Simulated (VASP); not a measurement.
Consider the following.

```
ScB
1.0
    0.00000     2.74320     2.74320
    2.74320     0.00000     2.74320
    2.74320     2.74320     0.00000
Sc B
1 1
Cartesian
  0.00000   0.00000   0.00000
  2.74320   2.74320   2.74320
```

The numbers are results of PBEsol GGA, VASP's PBE PAW potentials (set 64) (plane waves; VASP 6.6.1), not measurements. Settings: 520 eV cut-off, 10×10×10 Γ-centred mesh, first-order Methfessel-Paxton smearing of 0.10 eV, potentials Sc_sv B.

Energy and stress use the plane-wave basis of the starting cell.

**Question.** The ions, cell shape and volume are relaxed. Which structure does the run end with?

**Answer.** 
```
ScB
1.0
    0.00000     2.44531     2.44531
    2.44531     0.00000     2.44531
    2.44531     2.44531     0.00000
Sc B
1 1
Direct
  0.00000   0.00000   0.00000
  0.50000   0.50000   0.50000
```
Space group Fm-3m (225), at a tolerance of 0.03 Å.

**Question.** How do energy and volume change from the first to the last step?

**Answer.** The energy (σ→0) changes by -493.5 meV/atom and the volume by -29.2 %, in 16 ionic steps.

The structure was generated: ScB was put into the rock salt type (Fm-3m), which need not be its known phase. This run relaxes it. Symmetry was kept, so distortions that lower it aren't found.
